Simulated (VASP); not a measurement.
# What goes wrong when Tantalum is relaxed with a bad input, part 2 of 2

Some relaxations of Tantalum get a fault in the input on purpose. Which of them show, and how? The starting structure is a measured crystal structure from the Crystallography Open Database. The first relaxation on each setting starts from this cell expanded by 3 % in volume.

VASP 6.6.1.

Results so far: reference 17.66 Å³ an atom; low precision and a small cutoff 17.06 Å³ an atom.

## 5. Relaxation with an ionic step far too long (continued)

Level of this step: PBEsol; plane waves and PAW (Ta_pv) (VASP).

OUTCAR, selected parts (step 5):

```text
  Total        0.0021780      0.0021780      0.0021780     -0.0000000     -0.0000000      0.0000000
  in kB        0.1975963      0.1975963      0.1975963     -0.0000000     -0.0000000      0.0000000
  external PRESSURE =       0.1975963 kB  Pullay stress =       0.0000000 kB

 POSITION                                       TOTAL-FORCE (eV/Angst)
 -----------------------------------------------------------------------------------
     -0.00000      0.00000      0.00000        -0.000000      0.000000      0.000000
 -----------------------------------------------------------------------------------
    total drift:                                0.000000     -0.000000     -0.000000

  FREE ENERGIE OF THE ION-ELECTRON SYSTEM (eV)
  ---------------------------------------------------
  free  energy   TOTEN  =       -12.5525443187 eV

  energy  without entropy=      -12.5531652458  energy(sigma->0) =      -12.55275129

[... 2 parts as in an earlier step ...]

[... 2 further parts left out ...]
[key lines of the parts left out:]
E-fermi :   5.4864
```

With an ionic step far too long the cell ends at 17.660 Å³ an atom, -0.01 % from the reference.

## 6. Relaxation with a loose electronic threshold

A slip made on purpose: a loose electronic threshold. Against step 2 the input has EDIFF = 0.01 (also changed: NELM and NSW).

INCAR

```
SYSTEM = Ta
PREC = Accurate
ENCUT = 450
EDIFF = 0.01
NELM = 60
ISMEAR = 1
SIGMA = 0.15
LREAL = .FALSE.
ALGO = Normal
GGA = PS
NBANDS = 11
LASPH = .TRUE.
LORBIT = 11
LWAVE = .FALSE.
LCHARG = .FALSE.
KPAR = 8
IBRION = 2
NSW = 30
ISIF = 3
EDIFFG = -0.006
```

POSCAR

```
Ta
1.0
   -1.6692664109      1.6692664109      1.6692664109
    1.6692664109     -1.6692664109      1.6692664109
    1.6692664109      1.6692664109     -1.6692664109
Ta
1
Direct
    0.0000000000      0.0000000000      0.0000000000
```

KPOINTS

```
Automatic mesh
0
Gamma
18 18 18
0 0 0
```

PAW data sets: Ta_pv (PBE family, release 64).

Launch:

```
$ mpirun -np 8 vasp_std
```

Log:

```text
[... set-up lines as in an earlier step ...]
 entering main loop
       N       E                     dE             d eps       ncg     rms          rms(c)
[... 4 cycles as in an earlier step ...]
DAV:   5    -0.130653174985E+02   -0.13363E-04   -0.13362E-04  4782   0.104E-01    0.131E+01
DAV:   6    -0.126441964675E+02    0.42112E+00   -0.37507E-01  4875   0.667E+00    0.619E+00
DAV:   7    -0.125236390287E+02    0.12056E+00   -0.29083E-01  4902   0.547E+00    0.379E-01
DAV:   8    -0.125224064830E+02    0.12325E-02   -0.95660E-03  5221   0.752E-01
   1 F= -.12522406E+02 E0= -.12522756E+02  d E =-.125224E+02
[... from here on, the cycles between the ionic steps are left out ...]
   2 F= -.12349191E+02 E0= -.12348773E+02  d E =0.173215E+00
   3 F= -.12552175E+02 E0= -.12552384E+02  d E =-.297686E-01
   5 F= -.12508187E+02 E0= -.12508363E+02  d E =0.142198E-01
   7 F= -.12552602E+02 E0= -.12552813E+02  d E =-.301951E-01
   9 F= -.12552147E+02 E0= -.12552364E+02  d E =0.345446E-03
  11 F= -.12552673E+02 E0= -.12552877E+02  d E =-.180250E-03
  13 F= -.12551815E+02 E0= -.12552026E+02  d E =0.677606E-03
  15 F= -.12552481E+02 E0= -.12552684E+02  d E =-.665903E-03
  17 F= -.12551718E+02 E0= -.12551918E+02  d E =0.970930E-04
  19 F= -.12546286E+02 E0= -.12546532E+02  d E =0.552903E-02
  21 F= -.12549609E+02 E0= -.12549841E+02  d E =0.220574E-02
  23 F= -.12550825E+02 E0= -.12551051E+02  d E =-.102798E-02
  25 F= -.12550460E+02 E0= -.12550677E+02  d E =-.663587E-03
  27 F= -.12552929E+02 E0= -.12553126E+02  d E =-.313213E-02
  29 F= -.12552507E+02 E0= -.12552712E+02  d E =-.271023E-02
  30 F= -.12552455E+02 E0= -.12552663E+02  d E =-.265875E-02
[...]
opt :   0.2196  next Energy=   -12.552458 (dE=-0.266E-02)
```

Elapsed: 44 s, on 8 MPI ranks of Intel Xeon Platinum 8375C at 2.90GHz (Ice Lake), shared host; peak memory 1.3 GiB.

From OUTCAR (step 6):

```text
  Total        0.0271025      0.0271025      0.0271025      0.0000000     -0.0000000      0.0000000
  in kB        2.4654478      2.4654478      2.4654478      0.0000000     -0.0000000      0.0000000
  external PRESSURE =       2.4654478 kB  Pullay stress =       0.0000000 kB

 POSITION                                       TOTAL-FORCE (eV/Angst)
 -----------------------------------------------------------------------------------
      0.00000      0.00000      0.00000         0.000000      0.000000      0.000000
 -----------------------------------------------------------------------------------
    total drift:                                0.000000     -0.000000     -0.000000

  FREE ENERGIE OF THE ION-ELECTRON SYSTEM (eV)
  ---------------------------------------------------
  free  energy   TOTEN  =       -12.5524554794 eV

  energy  without entropy=      -12.5530771830  energy(sigma->0) =      -12.55266271

[... 1 part as in an earlier step ...]

[... 2 further parts left out ...]
[key lines of the parts left out:]
E-fermi :   5.5091
```

Logs of long relaxations may skip ionic steps without a mark.

The relaxation used up its 30 ionic steps (NSW) before forces and stress met EDIFFG.

## 7. The runs compared

```tsv
run	ended	volume (Å³/atom)	change (%)	bulk modulus (GPa)	pressure left (GPa)	core minutes
reference	converged	17.662	-	208.7	-0.01	4.32
a cutoff far too low	stopped by VASP	-	-	-	-	0.96
low precision and a small cutoff	converged	17.057	-3.43	-	0.02	0.987
an ionic step far too long	converged	17.66	-0.01	-	0.02	2.0
a loose electronic threshold	not converged	-	-	-	-	5.87
```

Core minutes are wall time times ranks, summed over the relaxations behind a row (those for a bulk modulus apart), on shared hosts.

## 8. What came out

```json
{
  "volume of the reference": "17.66 Å³/atom",
  "volume against the reference, low precision and a small cutoff": "-3.43 %",
  "volume against the reference, an ionic step far too long": "-0.01 %",
  "run with a cutoff far too low": "stopped by VASP",
  "run with a loose electronic threshold": "not converged"
}
```

In words: VASP stopped by itself in the run with a cutoff far too low. The run with a loose electronic threshold didn't converge. Finished, but with signs in the output that stand out against the reference: low precision and a small cutoff, with the volume changed by -3.4 % (signs: -22.5 GPa at the first ionic step (of the first relaxations, not shown; reference: -9.8 GPa) and an energy that rises by up to 1.5 eV an atom on the way); an ionic step far too long, with the volume changed by less than 0.1 % (signs: an energy that rises by up to 8.5 eV an atom on the way). The reference was restarted once and the runs with a slip weren't, so their cells may not have settled fully. Further runs on this material are not shown.

[Lines on the potential files, build, host, timing and source positions are cut from VASP's logs without a mark.]

[Logs are printed without paths, hosts, clocks, repeated set-up lines and the standing remarks that a program may print on its own settings, such as how far it seeks lower states.]

[Hosts, paths, dates, database ids (printed as entryN), source tags and the programs' standing remarks are cut or masked in the printed files.]
